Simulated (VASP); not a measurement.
VASP runs on HfO₂ (fluorite) share one base input (PBE GGA, plane waves, VASP's PBE PAW potentials (set 64)) and change the settings named in each case.

File KPOINTS:
```
kpoints
0
gamma
8 8 8
0 0 0
```

File POSCAR:
```
HfO2
1
    0.0000000000     2.5400000000     2.5400000000
    2.5400000000     0.0000000000     2.5400000000
    2.5400000000     2.5400000000     0.0000000000
Hf O
1 2
Direct
  0.0000000000   0.0000000000   0.0000000000
  0.2500000000   0.2500000000   0.2500000000
  0.7500000000   0.7500000000   0.7500000000
```

**INCAR**
```
! general
SYSTEM =HfO2
PREC   =Accurate
ENCUT  =520
LREAL  =F
LASPH  =T

! electronic loop
EDIFF  =1E-6
NELM   =100
ALGO   =Normal
LMAXMIX=6

! smearing
ISMEAR =0
SIGMA  =0.05

! functional
GGA    =PE

! ions
ISIF   =2

! output
LWAVE  =F
LCHARG =F
```

POTCAR, in this order: Hf_pv O (PBE.64 set). Program: vasp_std.

| change | E(σ→0) (eV/atom) | pressure (GPa) | gap on the mesh (eV) |
|---|---|---|---|
| base run | -10.0827 | -1.12 | 3.79 |
| GGA = RE | -9.6967 | 2.53 | 3.87 |
| IVDW = 12 | -10.3207 | -4.79 | 3.79 |
| GGA = AM | -10.2996 | [?] | [?] |
| AGGAC = 0.0, GGA = BO, LUSE_VDW = .TRUE., PARAM1 = 0.1833333333, PARAM2 = 0.22 | -8.3114 | [?] | [?] |
| GGA = RP | -9.6331 | 3.90 | 3.90 |
| GGA = 91 | -10.1346 | -1.10 | 3.79 |

### Question
Complete the blanks.

### Answer

- GGA = AM, pressure (GPa): -8.96
- GGA = AM, gap on the mesh (eV): 3.70
- AGGAC = 0.0, GGA = BO, LUSE_VDW = .TRUE., PARAM1 = 0.1833333333, PARAM2 = 0.22, pressure (GPa): -2.43
- AGGAC = 0.0, GGA = BO, LUSE_VDW = .TRUE., PARAM1 = 0.1833333333, PARAM2 = 0.22, gap on the mesh (eV): 3.78

Energies of different potentials or functionals have different zeros. Unless said otherwise, spin-orbit coupling is left out, though it shifts the bands of the heavy elements here.

Left out are runs that ran out of time, are held back, or changed the cell or the kind of run, fixed moments of cells without a moment, rows past the twelfth, gaps on odd meshes, pressures of charged cells and columns that move by less than the noise.

The compound is HfO2 in the fluorite structure, the high-temperature cubic form, which is unstable at 0 K; the monoclinic form is the stable one. The cell was not relaxed at this level.
